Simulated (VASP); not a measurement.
Be3ZnTe4:

```
CELL_PARAMETERS angstrom
8.06000 0.00000 0.00000
0.00000 6.98000 0.00000
0.00000 0.00000 6.58000
ATOMIC_POSITIONS crystal
Be 0.75000 0.66700 0.50000
Be 0.25000 0.66700 0.50000
Be 0.00000 0.16700 0.50000
Be 0.25000 0.33300 0.00000
Be 0.75000 0.33300 0.00000
Be 0.50000 0.83300 0.00000
Zn 0.50000 0.16700 0.50000
Zn 0.00000 0.83300 0.00000
Te 0.75000 0.66700 0.87000
Te 0.25000 0.66700 0.87000
Te 0.00000 0.83300 0.38500
Te 0.50000 0.83300 0.37500
Te 0.25000 0.33300 0.37000
Te 0.75000 0.33300 0.37000
Te 0.50000 0.16700 0.88500
Te 0.00000 0.16700 0.87500
```

The cell was built by a generator and needn't be a form met in nature.

- Program: VASP 6.6.1
- Task: relaxation of cell and atoms
- Functional: PBE
- Potentials or basis: VASP PAW PBE potentials, release 64 (Be, Zn, Te)
- Cutoff: 520 eV
- k mesh: 2 × 2 × 2
- Occupations: gaussian, width 0.15 eV
- Spin: no spin polarisation

At the start: pressure 3.7 GPa; volume 23.14 Å³/atom.

How do energy, volume and symmetry change on relaxing?

Over 11 steps the energy falls by 51.8 meV/atom and the volume is 24.38 Å³/atom (+5.4 %); space group Pmn2_1 (No. 31, to 0.05 Å).

The path:
```tsv
step	energy change (eV)	largest force (eV/Å)	pressure (GPa)	volume (Å³)
1	0.0000	1.5600	3.74	370.18
2	-0.6844	0.5180	-1.22	399.90
3	-0.6843	0.5261	-1.17	399.74
4	-0.7953	0.2656	-0.46	392.45
5	-0.8079	0.1657	0.61	383.95
6	-0.8189	0.1636	0.28	387.05
7	-0.8190	0.1717	0.32	387.30
8	-0.8133	0.2136	0.03	389.87
9	-0.8190	0.1730	0.16	387.55
10	-0.8273	0.0826	0.19	388.66
11	-0.8289	0.0720	-0.01	390.02
```

Final structure:
```
Be Zn Te
1.0
     8.22203    0.00000    0.00000
     0.00000    7.05814    0.00000
     0.00000    0.00000    6.72078
Be Zn Te
6 2 8
Direct
  0.74982 0.66465 0.50015
  0.25018 0.66465 0.50015
  0.00000 0.17044 0.49978
  0.24982 0.33535 0.00015
  0.75018 0.33535 0.00015
  0.50000 0.82956 0.99978
  0.50000 0.16769 0.50306
  0.00000 0.83231 0.00306
  0.73665 0.65919 0.86628
  0.26335 0.65919 0.86628
  0.00000 0.83686 0.39800
  0.50000 0.81365 0.36631
  0.23665 0.34081 0.36628
  0.76335 0.34081 0.36628
  0.50000 0.16314 0.89800
  0.00000 0.18635 0.86631
```

Caveat: the k mesh is coarse (spacing up to 0.48 Å⁻¹), so the values aren't converged.
